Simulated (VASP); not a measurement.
Calculation: LDA (Ceperley-Alder, Perdew-Zunger), VASP's LDA PAW potentials (set 64) (plane waves; VASP).

The input files of a VASP run:

### KPOINTS
```
Automatic mesh
0
gamma
  9 9 2
```

File POSCAR:
```
WSe2
27.4469060
  0.1208372995   0.0000000000   0.0000000000
 -0.0604186497   0.1046481888   0.0000000000
  0.0000000000   0.0000000000   0.5000000000
W Se
2 4
Cartesian
  0.0604187102   0.0348826947   0.3750000000
 -0.0000000604   0.0697654941   0.1250000000
 -0.0000000604   0.0697654941   0.4355000000
  0.0604187102   0.0348826947   0.0645000000
  0.0604187102   0.0348826947   0.1855000000
 -0.0000000604   0.0697654941   0.3145000000
```

**INCAR**
```
! general
SYSTEM =WSe2
PREC   =Accurate
ENCUT  =450
LREAL  =.False.
LASPH  =.True.

! electronic loop
EDIFF  =1E-6
NELM   =100
ALGO   =Normal
LMAXMIX=6

! smearing
ISMEAR =0
SIGMA  =0.01

! ions
ISIF   =2

! output
LWAVE  =.False.
LCHARG =.False.
```

POTCAR, in this order: W_sv Se (LDA.64 set). Program: vasp_std.

The run wrote:

OUTCAR:
```
 ion  position               nearest neighbor table
   1  0.667  0.333  0.750-   3 2.53   6 2.53   3 2.53   6 2.53   3 2.53   6 2.53
   2  0.333  0.667  0.250-   4 2.53   5 2.53   4 2.53   5 2.53   4 2.53   5 2.53
   3  0.333  0.667  0.871-   1 2.53   1 2.53   1 2.53
   4  0.667  0.333  0.129-   2 2.53   2 2.53   2 2.53
   5  0.667  0.333  0.371-   2 2.53   2 2.53   2 2.53
   6  0.333  0.667  0.629-   1 2.53   1 2.53   1 2.53
  LATTYP: Found a hexagonal cell.
 ALAT       =     3.3166100000
 C/A-ratio  =     4.1377952186
 Subroutine PRICEL returns:
 Original cell was already a primitive cell.
 Subroutine GETGRP returns: Found 24 space group operations
The static configuration has the point symmetry D_3d.
 The point group associated with its full space group is D_6h.
The dynamic configuration has the point symmetry D_3d.
 Subroutine INISYM returns: Found 24 space group operations
 Subroutine IBZKPT returns following result:
 Found     24 irreducible k-points:

 Following reciprocal coordinates:
            Coordinates               Weight
  0.000000  0.000000  0.000000      1.000000
  0.111111 -0.000000  0.000000      6.000000
  0.222222 -0.000000  0.000000      6.000000
  0.333333  0.000000  0.000000      6.000000
  0.444444 -0.000000  0.000000      6.000000
  0.111111  0.111111  0.000000      6.000000
  0.222222  0.111111  0.000000     12.000000
  0.333333  0.111111  0.000000     12.000000
  0.444444  0.111111  0.000000      6.000000
  0.222222  0.222222  0.000000      6.000000
  0.333333  0.222222  0.000000     12.000000
  0.333333  0.333333  0.000000      2.000000
  0.000000  0.000000  0.500000      1.000000
  0.111111 -0.000000  0.500000      6.000000
  0.222222 -0.000000  0.500000      6.000000
  0.333333  0.000000  0.500000      6.000000
  0.444444 -0.000000  0.500000      6.000000
  0.111111  0.111111  0.500000      6.000000
...
```

OSZICAR:
```
       N       E                     dE             d eps       ncg     rms          rms(c)
DAV:   1     0.475004166290E+03    0.47500E+03   -0.26445E+04  1696   0.145E+03
DAV:   2    -0.190441209324E+02   -0.49405E+03   -0.48295E+03  1785   0.395E+02
DAV:   3    -0.496408598704E+02   -0.30597E+02   -0.30376E+02  1856   0.899E+01
DAV:   4    -0.504319050097E+02   -0.79105E+00   -0.78811E+00  1829   0.145E+01
DAV:   5    -0.504524580830E+02   -0.20553E-01   -0.20540E-01  1905   0.219E+00    0.298E+01
DAV:   6    -0.487961067391E+02    0.16564E+01   -0.11198E+01  1712   0.182E+01    0.106E+01
DAV:   7    -0.485412754668E+02    0.25483E+00   -0.46555E+00  1763   0.905E+00    0.567E+00
DAV:   8    -0.483635672576E+02    0.17771E+00   -0.70290E-01  1992   0.460E+00    0.116E+00
DAV:   9    -0.483628495072E+02    0.71775E-03   -0.56992E-02  1939   0.119E+00    0.660E-01
DAV:  10    -0.483615660172E+02    0.12835E-02   -0.15481E-02  1932   0.814E-01    0.210E-01
DAV:  11    -0.483613839972E+02    0.18202E-03   -0.22396E-03  1918   0.282E-01    0.126E-01
DAV:  12    -0.483613703690E+02    0.13628E-04   -0.73827E-05  1870   0.440E-02    0.895E-02
DAV:  13    -0.483613583261E+02    0.12043E-04   -0.10580E-04  1886   0.573E-02    0.455E-03
DAV:  14    -0.483613585472E+02   -0.22107E-06   -0.25451E-06  1469   0.104E-02
   1 F= -.48361359E+02 E0= -.48361359E+02  d E =-.172812E-53
```

**OUTCAR**
```
------------------------ aborting loop because EDIFF is reached ----------------------------------------
  FORCE on cell =-STRESS in cart. coord.  units (eV):
  Direction    XX          YY          ZZ          XY          YZ          ZX
  --------------------------------------------------------------------------------------
  Total       -4.0593986     -4.0593999     -2.5482049      0.0000000      0.0000000     -0.0000000
  in kB      -49.7495732    -49.7495900    -31.2292826      0.0000000      0.0000000     -0.0000000
  external PRESSURE =     -43.5761486 kB  Pullay stress =       0.0000000 kB
  volume of cell :      130.73
      direct lattice vectors                 reciprocal lattice vectors
     3.316610000  0.000000000  0.000000000     0.301512689  0.174078403  0.000000000
    -1.658305000  2.872269000  0.000000000     0.000000000  0.348156806  0.000000000
     0.000000000  0.000000000 13.723453000     0.000000000  0.000000000  0.072867958
 POSITION                                       TOTAL-FORCE (eV/Angst)
 -----------------------------------------------------------------------------------
      1.65831      0.95742     10.29259        -0.000000     -0.000000      0.000000
     -0.00000      1.91485      3.43086         0.000000      0.000000      0.000000
     -0.00000      1.91485     11.95313         0.000000     -0.000000     -0.186767
      1.65831      0.95742      1.77033        -0.000000      0.000000      0.186767
      1.65831      0.95742      5.09140        -0.000000      0.000000     -0.186767
     -0.00000      1.91485      8.63205         0.000000     -0.000000      0.186767
 -----------------------------------------------------------------------------------
    total drift:                                0.000555     -0.000321      0.000743
  FREE ENERGIE OF THE ION-ELECTRON SYSTEM (eV)
  ---------------------------------------------------
  free  energy   TOTEN  =       -48.3613585472 eV

  energy  without entropy=      -48.3613585472  energy(sigma->0) =      -48.36135855
```
(Selected blocks of OUTCAR.)

The structure comes from a computed database's WSe2 entry; how it stands against other phases isn't given here. The cell was not relaxed at this level. The run is one of a series of settings (ENCUT = 450 against the base run), some of them coarse on purpose.
